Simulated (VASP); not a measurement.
Given:

```
CELL_PARAMETERS angstrom
     -2.05334     2.05334     3.99605
      2.05334    -2.05334     3.99605
      2.05334     2.05334    -3.99605
ATOMIC_POSITIONS crystal
  Sn 0.00000 0.00000 0.00000
  F  0.76261 0.76261 0.00000
  F  0.23739 0.23739 0.00000
  F  0.50000 0.00000 0.50000
  F  0.00000 0.50000 0.50000
```

The numbers are results of PBEsol GGA, VASP's PBE PAW potentials (set 64) (plane waves; VASP), not measurements. Settings: 520 eV cut-off, 9×9×9 Γ-centred mesh, tetrahedra with Blöchl corrections, potentials Sn_d F.

Without a dispersion term in the relaxation, distances and binding between the weakly bound layers, chains or molecules are unreliable, and so is what depends on them.

Q: Predict the energy per atom (σ→0).

A: 
| Quantity | Result |
|---|---|
| energy per atom (σ→0) | -4.771 eV/atom |

Total energies compare only between runs with the same potentials, cut-off and functional.

The structure comes from a computed database's SnF4 entry (I4/mmm); how it stands against other phases isn't given here. It was relaxed first.
